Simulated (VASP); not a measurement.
# Quasiparticle energies of BAs in VASP, part 2 of 5

How does the gap of BAs change from the starting functional to GW? The cell is of the zinc-blende type, one of the forms listed for this formula. The start is a cell from a database of measured crystal structures.

VASP 6.6.1, plane waves and PAW; the level of theory is named at each step.

So far, gap on the k-mesh (eV): step 2 (ground state) 1.26.

## (4) evGW0

This step: evGW0 on PBE; plane waves and PAW (B_GW, As_GW) (VASP 6.6.1).

The lowest NBANDSGW levels in G are updated for four passes while W stays fixed, so the result depends less on the starting levels.

The input, INCAR:

```
SYSTEM = BAs
PREC = Accurate
ENCUT = 340
ISMEAR = 0
SIGMA = 0.01
LREAL = .FALSE.
GGA = PE
NBANDS = 176
ALGO = EVGW0
NELMGW = 4
ENCUTGW = 200
NOMEGA = 48
PRECFOCK = Fast
NBANDSGW = 16
LWAVE = .FALSE.
LCHARG = .FALSE.
```

The input, POSCAR:

```
BAs
1.0
    0.0000000000      2.3885000000      2.3885000000
    2.3885000000      0.0000000000      2.3885000000
    2.3885000000      2.3885000000      0.0000000000
B As
1 1
Direct
    0.0000000000      0.0000000000      0.0000000000
    0.2500000000      0.2500000000      0.2500000000
```

The input, KPOINTS:

```
Automatic mesh
0
Gamma
6 6 6
0 0 0
```

Potentials, in the order of the species: B_GW and As_GW (PBE family, release 64).

Command:

```bash
$ mpirun -np 8 vasp_std
```

Output:

```text
[banner, memory and clock lines left out]
running    8 mpi-ranks, on    1 nodes
 distrk:  each k-point on    8 cores,    1 groups
 distr:  one band on    1 cores,    8 groups

 POSCAR found type information on POSCAR B As
 POSCAR found :  2 types and       2 ions
 [... a notice as in an earlier step ...]

|                                                                             |
|           W    W    AA    RRRRR   N    N  II  N    N   GGGG   !!!           |
|           W    W   A  A   R    R  NN   N  II  NN   N  G    G  !!!           |
|           W    W  A    A  R    R  N N  N  II  N N  N  G       !!!           |
|           W WW W  AAAAAA  RRRRR   N  N N  II  N  N N  G  GGG   !            |
|           WW  WW  A    A  R   R   N   NN  II  N   NN  G    G                |
|           W    W  A    A  R    R  N    N  II  N    N   GGGG   !!!           |
|                                                                             |
|     The default for ENCUTGWSOFT is different in this version of VASP.       |
|     please manually set ENCUTGWSOFT =200 in the INCAR file.                 |
|                                                                             |

 LDA part: xc-table for (Slater+PW92), standard interpolation
 found WAVECAR, reading the header
 POSCAR, INCAR and KPOINTS ok, starting setup
 FFT: planning ... GRIDC
 FFT: planning ... GRID_SOFT
 FFT: planning ... GRID
 reading WAVECAR
 the WAVECAR file was read successfully
 initial charge from wavefunction
 available memory per node:     94.51 GB, setting MAXMEM to     96779

 The Fermi energy was updated, please check that it is located mid-gap
 values below the HOMO (VB) or above the LUMO (CB) will cause erroneous energies
 E-fermi :   6.8067

 calculate exact exchange contribution
 the WAVEDER file was read successfully
energies w=
    0.000    0.000    0.532    0.000    1.062    0.000    1.588    0.000
    2.108    0.000    2.620    0.000    3.123    0.000    3.618    0.000
    4.103    0.000    4.579    0.000    5.046    0.000    5.506    0.000
    5.959    0.000    6.407    0.000    6.852    0.000    7.294    0.000
    7.735    0.000    8.178    0.000    8.624    0.000    9.076    0.000
    9.535    0.000   10.005    0.000   10.489    0.000   10.989    0.000
   11.508    0.000   12.053    0.000   12.627    0.000   13.236    0.000
   13.886    0.000   14.587    0.000   15.347    0.000   16.181    0.000
   17.102    0.000   18.130    0.000   19.291    0.000   20.618    0.000
   22.153    0.000   23.958    0.000   26.117    0.000   28.750    0.000
   32.037    0.000   36.263    0.000   41.895    0.000   49.768    0.000
   61.530    0.000   80.951    0.000  118.953    0.000  225.925    0.000
 responsefunction array rank=     192
 LDA part: xc-table for (Slater+PW92), standard interpolation

 min. memory requirement per mpi rank    151.3 MB, per node   1210.4 MB

 allocating   6 responsefunctions rank=   192
 shmem allocating  48 responsefunctions rank=   192
 response function shared by NCSHMEM nodes    1
 Doing            6  frequencies on each core in blocks of           48
NQ=   1    0.0000    0.0000    0.0000,
|.........|.........|.........|.........|.........|.........|.........|.........
 performed        387000 updates of chi_q(r,r)
 total number of BLAS operations         88.50 Gflops
NQ=   2    0.1667    0.0000    0.0000,
|.........|.........|.........|.........|.........|.........|.........|.........
 performed       1157000 updates of chi_q(r,r)
 total number of BLAS operations        270.81 Gflops
NQ=   3    0.3333    0.0000    0.0000,
|.........|.........|.........|.........|.........|.........|.........|.........
 performed       1927000 updates of chi_q(r,r)
 total number of BLAS operations        451.00 Gflops
NQ=   4    0.5000    0.0000    0.0000,
|.........|.........|.........|.........|.........|.........|.........|.........
 performed       2562000 updates of chi_q(r,r)
 total number of BLAS operations        594.41 Gflops
NQ=   5    0.1667    0.1667    0.0000,
|.........|.........|.........|.........|.........|.........|.........|.........
 performed       3332000 updates of chi_q(r,r)
 total number of BLAS operations        770.42 Gflops
NQ=   6    0.3333    0.1667    0.0000,
|.........|.........|.........|.........|.........|.........|.........|.........
 performed       4586000 updates of chi_q(r,r)
 total number of BLAS operations       1088.44 Gflops
NQ=   7    0.5000    0.1667    0.0000,
|.........|.........|.........|.........|.........|.........|.........|.........
 performed       5840000 updates of chi_q(r,r)
 total number of BLAS operations       1406.46 Gflops
NQ=   8   -0.3333    0.1667    0.0000,
|.........|.........|.........|.........|.........|.........|.........|.........
 performed       7094000 updates of chi_q(r,r)
 total number of BLAS operations       1706.86 Gflops
NQ=   9   -0.1667    0.1667    0.0000,
|.........|.........|.........|.........|.........|.........|.........|.........
 performed       8168000 updates of chi_q(r,r)
 total number of BLAS operations       1961.15 Gflops
NQ=  10    0.3333    0.3333    0.0000,
|.........|.........|.........|.........|.........|.........|.........|.........
 performed       8938000 updates of chi_q(r,r)
 total number of BLAS operations       2147.73 Gflops
NQ=  11    0.5000    0.3333    0.0000,
|.........|.........|.........|.........|.........|.........|.........|.........
 performed      10192000 updates of chi_q(r,r)
 total number of BLAS operations       2465.75 Gflops
NQ=  12   -0.3333    0.3333    0.0000,
|.........|.........|.........|.........|.........|.........|.........|.........
 performed      11266000 updates of chi_q(r,r)
 total number of BLAS operations       2732.00 Gflops
NQ=  13    0.5000    0.5000    0.0000,
|.........|.........|.........|.........|.........|.........|.........|.........
 performed      11822000 updates of chi_q(r,r)
 total number of BLAS operations       2892.65 Gflops
NQ=  14    0.5000    0.3333    0.1667,
|.........|.........|.........|.........|.........|.........|.........|.........
 performed      13245000 updates of chi_q(r,r)
 total number of BLAS operations       3253.50 Gflops
NQ=  15   -0.3333    0.3333    0.1667,
|.........|.........|.........|.........|.........|.........|.........|.........
 performed      14578000 updates of chi_q(r,r)
 total number of BLAS operations       3599.15 Gflops
NQ=  16   -0.3333    0.5000    0.1667,
|.........|.........|.........|.........|.........|.........|.........|.........
 performed      15658000 updates of chi_q(r,r)
 total number of BLAS operations       3854.77 Gflops
 resolving degeneracies of screened two electron integrals

[...]
total number of BLAS operations       3599.15 Gflops
NQ=  16   -0.3333    0.5000    0.1667,
|.........|.........|.........|.........|.........|.........|.........|.........
 performed      15658000 updates of chi_q(r,r)
 total number of BLAS operations       3854.77 Gflops
 resolving degeneracies of screened two electron integrals

 calculate QP shifts <psi_nk| G(iteration)W_0 |psi_nk>: iteration 2
 allocating   6 responsefunctions rank=   192
 shmem allocating  48 responsefunctions rank=   192
 response function shared by NCSHMEM nodes    1
 Doing            6  frequencies on each core in blocks of           48
NQ=   1    0.0000    0.0000    0.0000,
|.........|.........|.........|.........|.........|.........|.........|.........
 performed        387000 updates of chi_q(r,r)
 total number of BLAS operations         88.50 Gflops
NQ=   2    0.1667    0.0000    0.0000,
|.........|.........|.........|.........|.........|.........|.........|.........
 performed       1157000 updates of chi_q(r,r)
 total number of BLAS operations        270.81 Gflops
NQ=   3    0.3333    0.0000    0.0000,
|.........|.........|.........|.........|.........|.........|.........|.........
 performed       1927000 updates of chi_q(r,r)
 total number of BLAS operations        451.00 Gflops
NQ=   4    0.5000    0.0000    0.0000,
|.........|.........|.........|.........|.........|.........|.........|.........
 performed       2562000 updates of chi_q(r,r)
 total number of BLAS operations        594.41 Gflops
NQ=   5    0.1667    0.1667    0.0000,
|.........|.........|.........|.........|.........|.........|.........|.........
 performed       3332000 updates of chi_q(r,r)
 total number of BLAS operations        770.42 Gflops
NQ=   6    0.3333    0.1667    0.0000,
|.........|.........|.........|.........|.........|.........|.........|.........
 performed       4586000 updates of chi_q(r,r)
 total number of BLAS operations       1088.44 Gflops
NQ=   7    0.5000    0.1667    0.0000,
|.........|.........|.........|.........|.........|.........|.........|.........
 performed       5840000 updates of chi_q(r,r)
 total number of BLAS operations       1406.46 Gflops
NQ=   8   -0.3333    0.1667    0.0000,
|.........|.........|.........|.........|.........|.........|.........|.........
 performed       7094000 updates of chi_q(r,r)
 total number of BLAS operations       1706.86 Gflops
NQ=   9   -0.1667    0.1667    0.0000,
|.........|.........|.........|.........|.........|.........|.........|.........
 performed       8168000 updates of chi_q(r,r)
 total number of BLAS operations       1961.15 Gflops
NQ=  10    0.3333    0.3333    0.0000,
|.........|.........|.........|.........|.........|.........|.........|.........
 performed       8938000 updates of chi_q(r,r)
 total number of BLAS operations       2147.73 Gflops
NQ=  11    0.5000    0.3333    0.0000,
|.........|.........|.........|.........|.........|.........|.........|.........
 performed      10192000 updates of chi_q(r,r)
 total number of BLAS operations       2465.75 Gflops
NQ=  12   -0.3333    0.3333    0.0000,
|.........|.........|.........|.........|.........|.........|.........|.........
 performed      11266000 updates of chi_q(r,r)
 total number of BLAS operations       2732.00 Gflops
NQ=  13    0.5000    0.5000    0.0000,
|.........|.........|.........|.........|.........|.........|.........|.........
 performed      11822000 updates of chi_q(r,r)
 total number of BLAS operations       2892.65 Gflops
NQ=  14    0.5000    0.3333    0.1667,
|.........|.........|.........|.........|.........|.........|.........|.........
 performed      13245000 updates of chi_q(r,r)
 total number of BLAS operations       3253.50 Gflops
NQ=  15   -0.3333    0.3333    0.1667,
|.........|.........|.........|.........|.........|.........|.........|.........
 performed      14578000 updates of chi_q(r,r)
 total number of BLAS operations       3599.15 Gflops
NQ=  16   -0.3333    0.5000    0.1667,
|.........|.........|.........|.........|.........|.........|.........|.........
 performed      15658000 updates of chi_q(r,r)
 total number of BLAS operations       3854.77 Gflops
 resolving degeneracies of screened two electron integrals

 calculate QP shifts <psi_nk| G(iteration)W_0 |psi_nk>: iteration 3
 allocating   6 responsefunctions rank=   192
 shmem allocating  48 responsefunctions rank=   192
 response function shared by NCSHMEM nodes    1
 Doing            6  frequencies on each core in blocks of           48
NQ=   1    0.0000    0.0000    0.0000,
|.........|.........|.........|.........|.........|.........|.........|.........
 performed        387000 updates of chi_q(r,r)
 total number of BLAS operations         88.50 Gflops
NQ=   2    0.1667    0.0000    0.0000,
|.........|.........|.........|.........|.........|.........|.........|.........
 performed       1157000 updates of chi_q(r,r)
 total number of BLAS operations        270.81 Gflops
NQ=   3    0.3333    0.0000    0.0000,
|.........|.........|.........|.........|.........|.........|.........|.........
 performed       1927000 updates of chi_q(r,r)
 total number of BLAS operations        451.00 Gflops
NQ=   4    0.5000    0.0000    0.0000,
|.........|.........|.........|.........|.........|.........|.........|.........
 performed       2562000 updates of chi_q(r,r)
 total number of BLAS operations        594.41 Gflops
NQ=   5    0.1667    0.1667    0.0000,
|.........|.........|.........|.........|.........|.........|.........|.........
 performed       3332000 updates of chi_q(r,r)
 total number of BLAS operations        770.42 Gflops
NQ=   6    0.3333    0.1667    0.0000,
|.........|.........|.........|.........|.........|.........|.........|.........
 performed       4586000 updates of chi_q(r,r)
 total number of BLAS operations       1088.44 Gflops
NQ=   7    0.5000    0.1667    0.0000,
|.........|.........|.........|.........|.........|.........|.........|.........
 performed       5840000 updates of chi_q(r,r)
 total number of BLAS operations       1406.46 Gflops
NQ=   8   -0.3333    0.1667    0.0000,
|.........|.........|.........|.........|.........|.........|.........|.........
 performed       7094000 updates of chi_q(r,r)
 total number of BLAS operations       1706.86 Gflops
NQ=   9   -0.1667    0.1667    0.0000,
|.........|.........|.........|.........|.........|.........|.........|.........
 performed       8168000 updates of chi_q(r,r)
 total number of BLAS operations       1961.15 Gflops
NQ=  10    0.3333    0.3333    0.0000,
|.........|.........|.........|.........|.........|.........|.........|.........
 performed       8938000 updates of chi_q(r,r)
 total number of BLAS operations       2147.73 Gflops
NQ=  11    0.5000    0.3333    0.0000,
|.........|.........|.........|.........|.........|.........|.........|.........
 performed      10192000 updates of chi_q(r,r)
 total number of BLAS operations       2465.75 Gflops
NQ=  12   -0.3333    0.3333    0.0000,
|.........|.........|.........|.........|.........|.........|.........|.........
 performed      11266000 updates of chi_q(r,r)
 total number of BLAS operations       2732.00 Gflops
NQ=  13    0.5000    0.5000    0.0000,
|.........|.........|.........|.........|.........|.........|.........|.........
 performed      11822000 updates of chi_q(r,r)
 total number of BLAS operations       2892.65 Gflops
NQ=  14    0.5000    0.3333    0.1667,
|.........|.........|.........|.........|.........|.........|.........|.........
 performed      13245000 updates of chi_q(r,r)
 total number of BLAS operations       3253.50 Gflops
NQ=  15   -0.3333    0.3333    0.1667,
|.........|.........|.........|.........|.........|.........|.........|.........
 performed      14578000 updates of chi_q(r,r)
 total number of BLAS operations       3599.15 Gflops
NQ=  16   -0.3333    0.5000    0.1667,
|.........|.........|.........|.........|.........|.........|.........|.........
 performed      15658000 updates of chi_q(r,r)
 total number of BLAS operations       3854.77 Gflops
 resolving degeneracies of screened two electron integrals

 calculate QP shifts <psi_nk| G(iteration)W_0 |psi_nk>: iteration 4
 entering main loop
```

Elapsed: 7.6 min, on 8 MPI ranks of AMD EPYC 7R43, shared host; peak memory 1.5 GiB; 60 min of CPU time.

(Part 2 of 5 ends here.)

[Lines on the potential files, build, host, timing and source positions are cut from VASP's logs without a mark.]

[Logs are printed without paths, hosts, clocks, repeated set-up lines and the standing remarks that a program may print on its own settings, such as how far it seeks lower states.]

[Hosts, paths, dates, database ids (printed as entryN), source tags and the programs' standing remarks are cut or masked in the printed files.]

[Pressures printed for these runs are not shown converged in the cutoff: they can be off by several GPa and have the wrong sign.]
